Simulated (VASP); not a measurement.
Level of theory: PBE GGA, VASP's PBE PAW potentials (set 64) (plane waves; VASP).

A VASP calculation is set up with these files.

### INCAR
```
ALGO = Normal
EDIFF = 1E-6
EDIFFG = -0.01
ENCUT = 520
GGA = PE
IBRION = 2
ISIF = 3
ISMEAR = 1
LASPH = .TRUE.
LCHARG = .FALSE.
LMAXMIX = 6
LREAL = .FALSE.
LWAVE = .FALSE.
NELM = 100
NSW = 60
PREC = Accurate
SIGMA = 0.1
SYSTEM = WB
```

File KPOINTS:
```
K-points
0
Gamma
 12 12 12
0 0 0
```

### POSCAR
```
WB
1
   -0.0000000000     2.4239885865     2.4239885865
    2.4239885865     0.0000000000     2.4239885865
    2.4239885865     2.4239885865     0.0000000000
W B
1 1
Direct
  0.0000000000   0.0000000000   0.0000000000
  0.2500000000   0.2500000000   0.2500000000
```

POTCAR, in this order: W_sv B (PBE.64 set). Program: vasp_std.

The resulting files:

**OUTCAR**
```
 ion  position               nearest neighbor table
   1  0.000  0.000  0.000-   2 2.10   2 2.10   2 2.10   2 2.10
   2  0.250  0.250  0.250-   1 2.10   1 2.10   1 2.10   1 2.10
  LATTYP: Found a face centered cubic cell.
 ALAT       =     4.8479771730
 Subroutine PRICEL returns:
 Original cell was already a primitive cell.
 Subroutine GETGRP returns: Found 24 space group operations
The static configuration has the point symmetry T_d .
The dynamic configuration has the point symmetry T_d .
 Subroutine INISYM returns: Found 24 space group operations
 Subroutine IBZKPT returns following result:
 Found     72 irreducible k-points:

 Following reciprocal coordinates:
            Coordinates               Weight
  0.000000  0.000000  0.000000      1.000000
  0.083333  0.000000  0.000000      8.000000
  0.166667  0.000000  0.000000      8.000000
  0.250000  0.000000  0.000000      8.000000
  0.333333  0.000000  0.000000      8.000000
  0.416667  0.000000  0.000000      8.000000
  0.500000  0.000000  0.000000      4.000000
  0.083333  0.083333  0.000000      6.000000
  0.166667  0.083333  0.000000     24.000000
...
```

File OSZICAR:
```
       N       E                     dE             d eps       ncg     rms          rms(c)
DAV:   1     0.101822260653E+03    0.10182E+03   -0.89417E+03  1736   0.144E+03
DAV:   2    -0.179577771879E+02   -0.11978E+03   -0.11552E+03  1932   0.361E+02
DAV:   3    -0.215337900896E+02   -0.35760E+01   -0.34879E+01  2148   0.574E+01
DAV:   4    -0.215809730211E+02   -0.47183E-01   -0.47158E-01  1912   0.666E+00
DAV:   5    -0.215815896241E+02   -0.61660E-03   -0.61651E-03  2212   0.762E-01    0.251E+01
DAV:   6    -0.178418597731E+02    0.37397E+01   -0.15207E+01  1876   0.326E+01    0.352E+00
DAV:   7    -0.178459183442E+02   -0.40586E-02   -0.26589E-01  2076   0.455E+00    0.223E+00
DAV:   8    -0.178374903799E+02    0.84280E-02   -0.18622E-02  1876   0.193E+00    0.196E-01
DAV:   9    -0.178367040988E+02    0.78628E-03   -0.37147E-03  1984   0.678E-01    0.730E-02
DAV:  10    -0.178366937824E+02    0.10316E-04   -0.13600E-04  2024   0.108E-01    0.272E-02
DAV:  11    -0.178366987748E+02   -0.49925E-05   -0.13493E-05  1992   0.415E-02    0.819E-03
DAV:  12    -0.178366972617E+02    0.15131E-05   -0.49574E-06  1908   0.154E-02    0.138E-03
DAV:  13    -0.178366972254E+02    0.36350E-07   -0.95592E-08   980   0.318E-03
   1 F= -.17836697E+02 E0= -.17837170E+02  d E =-.178367E+02
       N       E                     dE             d eps       ncg     rms          rms(c)
DAV:   1    -0.178376137518E+02   -0.91649E-03   -0.18955E-02  1816   0.202E+00    0.344E-01
DAV:   2    -0.178367486766E+02    0.86508E-03   -0.29675E-03  1808   0.597E-01    0.534E-02
DAV:   3    -0.178366920231E+02    0.56653E-04   -0.10462E-04  1820   0.102E-01    0.382E-02
DAV:   4    -0.178366810646E+02    0.10958E-04   -0.41446E-05  1828   0.660E-02    0.243E-02
DAV:   5    -0.178366826680E+02   -0.16034E-05   -0.22663E-06  1676   0.182E-02    0.389E-03
DAV:   6    -0.178366826618E+02    0.61464E-08   -0.39340E-07   928   0.706E-03
   2 F= -.17836683E+02 E0= -.17837160E+02  d E =0.145635E-04
       N       E                     dE             d eps       ncg     rms          rms(c)
DAV:   1    -0.178370365304E+02   -0.35386E-03   -0.65739E-03  1816   0.119E+00    0.201E-01
DAV:   2    -0.178367391626E+02    0.29737E-03   -0.10289E-03  1808   0.351E-01    0.314E-02
DAV:   3    -0.178367183680E+02    0.20795E-04   -0.36219E-05  1816   0.600E-02    0.223E-02
DAV:   4    -0.178367129627E+02    0.54054E-05   -0.14347E-05  1800   0.389E-02    0.142E-02
DAV:   5    -0.178367123319E+02    0.63080E-06   -0.73730E-07  1096   0.107E-02
   3 F= -.17836712E+02 E0= -.17837186E+02  d E =-.151065E-04
```

### OUTCAR
```
------------------------ aborting loop because EDIFF is reached ----------------------------------------
  FORCE on cell =-STRESS in cart. coord.  units (eV):
  Direction    XX          YY          ZZ          XY          YZ          ZX
  --------------------------------------------------------------------------------------
  Total       -0.0002866     -0.0002866     -0.0002866      0.0000000      0.0000000     -0.0000000
  in kB       -0.0161336     -0.0161336     -0.0161336      0.0000000      0.0000000     -0.0000000
  external PRESSURE =      -0.0161336 kB  Pullay stress =       0.0000000 kB
  volume of cell :       28.46
      direct lattice vectors                 reciprocal lattice vectors
    -0.000000000  2.423233808  2.423233808    -0.206335847  0.206335847  0.206335847
     2.423233808  0.000000000  2.423233808     0.206335847 -0.206335847  0.206335847
     2.423233808  2.423233808  0.000000000     0.206335847  0.206335847 -0.206335847
 POSITION                                       TOTAL-FORCE (eV/Angst)
 -----------------------------------------------------------------------------------
      0.00000      0.00000      0.00000         0.000000      0.000000      0.000000
      1.21162      1.21162      1.21162        -0.000000     -0.000000     -0.000000
 -----------------------------------------------------------------------------------
    total drift:                               -0.000000     -0.000000     -0.000000
  FREE ENERGIE OF THE ION-ELECTRON SYSTEM (eV)
  ---------------------------------------------------
  free  energy   TOTEN  =       -17.8367123319 eV

  energy  without entropy=      -17.8381347734  energy(sigma->0) =      -17.83718648

 reached required accuracy - stopping structural energy minimisation
```
(Selected blocks of OUTCAR.)

**CONTCAR**
```
WB
   1.00000000000000
    -0.0000000000000000    2.4232338084919616    2.4232338084919616
     2.4232338084919616    0.0000000000000000    2.4232338084919616
     2.4232338084919616    2.4232338084919616    0.0000000000000000
  W               B
     1     1
Direct
     0.0000000000000000    0.0000000000000000    0.0000000000000000
     0.2500000000000000    0.2500000000000000    0.2500000000000000
```

The structure was generated: WB was put into the zinc blende type (F-43m), which need not be its known phase. This run relaxes it. Symmetry was kept, so distortions that lower it aren't found. The start is the result of an earlier pass. The electron count is odd and the run is not spin-polarised, which forces a metal.
